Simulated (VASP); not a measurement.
The system is BAs.

```xyz
2
Lattice="0.0000 2.3885 2.3885 2.3885 0.0000 2.3885 2.3885 2.3885 0.0000" Properties=species:S:1:pos:R:3 pbc="T T T"
B     0.0000    0.0000    0.0000
As    3.5827    3.5827    3.5827
```

| Quantity | Value |
| --- | --- |
| Program | VASP 6.6.1 |
| Task | relaxation of cell and atoms |
| Functional | LDA |
| Potentials or basis | VASP PAW LDA potentials, release 64 (B, As) |
| Cutoff | 600 eV |
| k mesh | 10 × 10 × 10 |
| Occupations | gaussian, width 0.02 eV |
| Spin | no spin polarisation |

At the start: pressure -3.1 GPa; volume 13.63 Å³/atom.

**Question.** Where does the relaxation end?

**Answer.** Over 3 steps the energy falls by 2.9 meV/atom and the volume is 13.33 Å³/atom (-2.2 %); space group F-43m (No. 216, to 0.05 Å).

Step by step:
```
step  energy change (eV)  largest force (eV/Å)  pressure (GPa)  volume (Å³)
   1              0.0000                0.0000           -3.09        27.25
   2             -0.0025                0.0000            2.50        26.23
   3             -0.0058                0.0000           -0.01        26.66
```

Final structure:
```cif
data_structure
_symmetry_space_group_name_H-M 'P 1'
_symmetry_Int_Tables_number 1
_cell_length_a 3.3533
_cell_length_b 3.3533
_cell_length_c 3.3533
_cell_angle_alpha 60.000
_cell_angle_beta 60.000
_cell_angle_gamma 60.000
_cell_volume 26.66
loop_
_atom_site_label
_atom_site_type_symbol
_atom_site_fract_x
_atom_site_fract_y
_atom_site_fract_z
_atom_site_occupancy
B1 B 0.00000 0.00000 0.00000 1
As1 As 0.75000 0.75000 0.75000 1
```
